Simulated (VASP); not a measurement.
Here is a VASP 6.6.1 calculation.

The input INCAR:

```
SYSTEM = CdIr
ALGO     = Normal         ! electronic algorithm
EDIFF    = 1E-6           ! SCF threshold, eV
EDIFFG   = -0.01          ! ionic threshold
ENCUT    = 600            ! plane-wave cutoff, eV
IBRION   = 2              ! ionic algorithm
ISIF     = 3              ! what is computed and relaxed
ISMEAR   = 1              ! smearing method
LASPH    = .TRUE.         ! aspherical terms in the spheres
LCHARG   = .FALSE.        ! write CHGCAR
LMIXTAU  = .TRUE.       
LREAL    = .FALSE.        ! projectors in reciprocal space
LWAVE    = .FALSE.        ! write WAVECAR
METAGGA  = R2SCAN         ! meta-GGA
NELM     = 100            ! most SCF steps
NSW      = 60             ! ionic steps
PREC     = Accurate       ! precision mode
SIGMA    = 0.1            ! smearing width, eV
```

KPOINTS

```
k-points
0
G
  9 9 6
  0 0 0
```

Contents of POSCAR:

```
CdIr
1.0
    3.2853797500      0.0000000000      0.0000000000
   -1.6426898800      2.8452223300      0.0000000000
    0.0000000000      0.0000000000      4.4478366900
Cd Ir
1 1
Direct
    0.0000000000      0.0000000000      0.0000000000
    0.0000000000      0.0000000000      0.5000000000
```

Potentials or basis: VASP PAW PBE potentials, release 64 (Cd, Ir).

Command:

```sh
$ cat potpaw_PBE.64/Cd/POTCAR potpaw_PBE.64/Ir/POTCAR > POTCAR
$ mpirun -np 1 vasp_std > vasp.out
```

Question: Predict the band gap on the k mesh.

Answer: None (metal or under the smearing width).

Question: Estimate the relaxed volume.

Answer: 17.87 Å³/atom.

Question: What does it give for the relaxed cell?

Answer: a = 2.745 Å, b = 2.745 Å, c = 5.480 Å, α = 90.00°, β = 90.00°, γ = 120.00°.

The path:
```csv
step,energy change (eV),largest force (eV/Å),pressure (GPa),volume (Å³)
1,0.0000,0.0000,26.92,41.58
2,-2.4411,0.0000,-18.96,54.50
3,-2.5611,0.0000,-22.63,49.19
4,-2.6042,0.0000,-22.43,48.68
5,-2.5886,0.0000,-14.03,45.47
6,-2.6959,0.0000,-20.69,47.38
7,-2.6784,0.0000,-17.16,46.18
8,-2.7033,0.0000,-19.03,46.72
9,-3.8213,0.0000,13.24,33.64
10,-3.9245,0.0000,-0.59,35.84
11,-3.9250,0.0000,0.45,35.63
12,-3.9251,0.0000,-0.51,35.85
13,-3.9252,0.0000,-0.07,35.75
14,-3.9253,0.0000,-0.02,35.75
```

Caveat: the PAW data sets were made with another functional, which shifts forces and pressure a little. The run has no spin-orbit coupling, so splittings on Ir are missing.
